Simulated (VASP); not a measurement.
Energy against volume of Ag (fcc). Computed with TPSS meta-GGA, VASP's PBE PAW potentials (set 64) (plane waves; VASP). Numerical set-up: 520 eV cut-off, 15×15×15 Γ-centred mesh, first-order Methfessel-Paxton smearing of 0.10 eV, potentials Ag.

| V (Å³/atom) | E (eV/atom) |
|---|---|
| 16.034 | -11.09544 |
| 16.545 | -11.11454 |
| 17.057 | -11.12069 |
| 17.569 | -11.11619 |

Problem. Fit these four points and predict the energy of the run at 18.081 Å³/atom.

Solution. A cubic in V^(−2/3), the third-order Birch-Murnaghan form, passes through the four points with V0 = 17.08 Å³/atom and B0 = 110 GPa, and gives -11.1030 eV/atom there. The run gave -11.1031 eV/atom, -0.1 meV/atom from the fit; all five points give B0 = 109 GPa.

The compound is Ag in the fcc structure. It was relaxed first.
